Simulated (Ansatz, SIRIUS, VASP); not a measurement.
## WAu: equilibrium volume by level of theory

```cif
data_structure
_symmetry_space_group_name_H-M 'F-43m'
_symmetry_Int_Tables_number 216
_cell_length_a 5.8184
_cell_length_b 5.8184
_cell_length_c 5.8184
_cell_angle_alpha 90.000
_cell_angle_beta 90.000
_cell_angle_gamma 90.000
_cell_volume 196.98
loop_
_atom_site_label
_atom_site_type_symbol
_atom_site_symmetry_multiplicity
_atom_site_Wyckoff_symbol
_atom_site_fract_x
_atom_site_fract_y
_atom_site_fract_z
_atom_site_occupancy
W1 W 4 a 0.00000 0.00000 0.00000 1
Au1 Au 4 c 0.25000 0.25000 0.25000 1
```

The cell comes from a database or a generator and needn't be the stable form of this composition.

| rung | level | program and potentials | cutoff (eV) | k mesh | smearing | task | spin | equilibrium volume (Å³/atom) | notes |
| --- | --- | --- | --- | --- | --- | --- | --- | --- | --- |
| GGA | PBE | Ansatz, Ansatz PAW (earlier soft set) | 420 | 8 × 8 × 8 | fermi-dirac 0.05 | equation of state | off | 24.62 | - |
| GGA | PBE | SIRIUS, PseudoDojo 0.4.1 PBE standard (scalar relativistic) | 1054 | 8 × 8 × 8 | fermi-dirac 0.05 | equation of state | off | 24.62 | - |
| GGA | PBE | VASP, PBE PAW files Au, W_sv, 520 eV | 520 | 8 × 8 × 8 | fermi-dirac 0.05 | equation of state | off | 24.64 | - |
| GGA | PBE | VASP, PBE PAW files Au, W_sv, 600 eV | 600 | 8 × 8 × 8 | methfessel-paxton 0.2 | relaxation of cell and atoms | off | 24.64 | - |
| GGA | PBEsol | VASP, PBE PAW files Au, W_sv, 600 eV | 600 | 6 × 6 × 6 | fermi-dirac 0.05 | relaxation of cell and atoms | SOC, no magnetisation | 23.73 | potentials made for PBE |
| GGA | PBEsol | VASP, PBE PAW files Au, W_sv, 600 eV | 600 | 8 × 8 × 8 | methfessel-paxton 0.2 | relaxation of cell and atoms | off | 23.74 | potentials made for PBE |
| GGA | PBEsol | VASP, PBE PAW files Au, W_sv, 600 eV | 600 | 6 × 6 × 6 | fermi-dirac 0.05 | relaxation of cell and atoms | off | 23.75 | potentials made for PBE |
| meta-GGA | LAK | VASP, PBE PAW files Au, W_sv, 600 eV | 600 | 8 × 8 × 8 | methfessel-paxton 0.1 | relaxation of cell and atoms | off | 25.25 | potentials made for PBE |
| meta-GGA | r2SCAN | VASP, PBE PAW files Au, W_sv, 600 eV | 600 | 8 × 8 × 8 | methfessel-paxton 0.1 | relaxation of cell and atoms | off | 24.08 | potentials made for PBE |
| meta-GGA + dispersion | r2SCAN+D3(BJ) | VASP, PBE PAW files Au, W_sv, 600 eV | 600 | 8 × 8 × 8 | methfessel-paxton 0.1 | relaxation of cell and atoms | off | 23.82 | potentials made for PBE |

Smearing widths are in eV. For a metal such meshes aren't converged. Meshes differ between rows, which moves values too. Meshes are those of the run's cell of 2 atoms unless a note names another. Relaxations start from the cell shown or near it and stop with a little pressure left. Runs on faulty files, with rough fits or with known faults for this quantity aren't shown.

By rung: GGA 23.73 to 24.64; meta-GGA 24.08 to 25.25; meta-GGA + dispersion 23.82 (Å³/atom).
